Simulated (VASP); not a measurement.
Level of theory: SCAN meta-GGA, VASP's PBE PAW potentials (set 64) (plane waves; VASP 6.6.1).

The input files of a VASP run:

INCAR:
```
LREAL=.False.   ! projection in real space or not
SYSTEM=MnF2
NELM=100   ! most electronic steps
LWAVE=.False.
LMIXTAU=.True.
METAGGA=SCAN
LMAXMIX=4   ! l cut-off of mixed one-centre charges
PREC=Accurate
SIGMA=0.05   ! width (eV)
EDIFFG=-0.01   ! ionic stop
MAGMOM=4.6 -4.6 -0.0 2*0.0 -0.0
EDIFF=1E-7
ENCUT=520
ISMEAR=0   ! Gaussian
ALGO=Normal
IBRION=2   ! conjugate gradients
NSW=30
ISPIN=2
ISIF=4
LASPH=.True.   ! aspherical one-centre terms
LCHARG=.False.
LORBIT=10
```

POSCAR:
```
MnF2
1
    4.8519278103     0.0000000000     0.0000000000
    0.0000000000     4.8519278103     0.0000000000
    0.0000000000     0.0000000000     3.2928014052
Mn F
2 4
Direct
  0.0000000000   0.0000000000   1.0000000000
  0.5000000000   0.5000000000   0.5000000000
  0.3040987261   0.3040987261   1.0000000000
  0.8040987261   0.1959012739   0.5000000000
  0.1959012739   0.8040987261   0.5000000000
  0.6959012739   0.6959012739   0.0000000000
```

File KPOINTS:
```
Automatic mesh
0
Gamma
5 5 7
0 0 0
```

POTCAR, in this order: Mn_pv F (PBE.64 set). Program: vasp_std.

**Question.** What does the run give for the energy per atom (σ→0), cell moment?

**Answer.** 
The energy per atom (σ→0) is -11.331 eV/atom and the cell moment is 0.00 μB.

File OSZICAR:
```
...
DAV:   3    -0.679865415898E+02   -0.31209E-05   -0.34860E-05  3136   0.597E-02    0.138E-02
DAV:   4    -0.679865362907E+02    0.52991E-05   -0.10670E-05  3176   0.341E-02    0.521E-03
DAV:   5    -0.679865407950E+02   -0.45043E-05   -0.15687E-06  3280   0.133E-02    0.292E-03
DAV:   6    -0.679865394054E+02    0.13897E-05   -0.13958E-07  2368   0.340E-03    0.179E-03
DAV:   7    -0.679865413599E+02   -0.19545E-05   -0.48007E-08  1872   0.215E-03    0.310E-04
DAV:   8    -0.679865414600E+02   -0.10011E-06   -0.11937E-08  1672   0.922E-04    0.146E-04
DAV:   9    -0.679865415331E+02   -0.73099E-07   -0.22507E-09  1624   0.409E-04
   2 F= -.67986542E+02 E0= -.67986542E+02  d E =-.425095E-04  mag=    -0.0000
```

The compound is MnF2 in the rutile structure. This run relaxes it. Symmetry was kept, so distortions that lower it aren't found.
